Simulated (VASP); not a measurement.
Given:

```
Zn
1.0
    1.31941    -2.28528     0.00000
    1.31941     2.28528     0.00000
    0.00000     0.00000     4.59107
Zn
2
Cartesian
  1.31941   0.76176   1.14777
  1.31941  -0.76176   3.44330
```

Computed with PBEsol GGA, VASP's PBE PAW potentials (set 64) (plane waves; VASP). Settings: 480 eV cut-off, 14×14×8 Γ-centred mesh, first-order Methfessel-Paxton smearing of 0.10 eV, potentials Zn.

Q: What does the run give for the energy per atom (σ→0), pressure, band gap (on the k-mesh) with the smallest direct gap where there is one?

A: 
```json
{
  "band gap (on the k-mesh)": "none (metal, semimetal or under 0.01 eV)",
  "energy per atom (σ→0)": "-1.586 eV/atom",
  "pressure": "1.43 GPa"
}
```

The absolute energy has meaning only against runs of the same code, potentials and settings.

The compound is Zn in the hcp structure. This cell was strained or had an atom moved on purpose.
